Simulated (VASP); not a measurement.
Computed with PBEsol GGA, VASP's PBE PAW potentials (set 64) (plane waves; VASP). For the first row: Run with 400 eV cut-off, 3×7×6 Γ-centred mesh, tetrahedra with Blöchl corrections, potentials Ge_d Se.

```csv
system,energy (eV/atom)
GeSe (space group Pnma),-4.6229
Ge (diamond),-4.9367
Se (trig),-3.8532
```

The references are the elements' solids at the same level; no temperature or zero-point terms are added.  Without a dispersion term in the relaxation, distances and binding between the weakly bound layers, chains or molecules are unreliable, and so is what depends on them.

### Question
What is the formation energy per atom of GeSe?

### Answer
The references average (4×(-4.9367) + 4×(-3.8532))/8 = -4.3949 eV, so the formation energy is -4.6229 − (-4.3949) = -0.228 eV/atom.
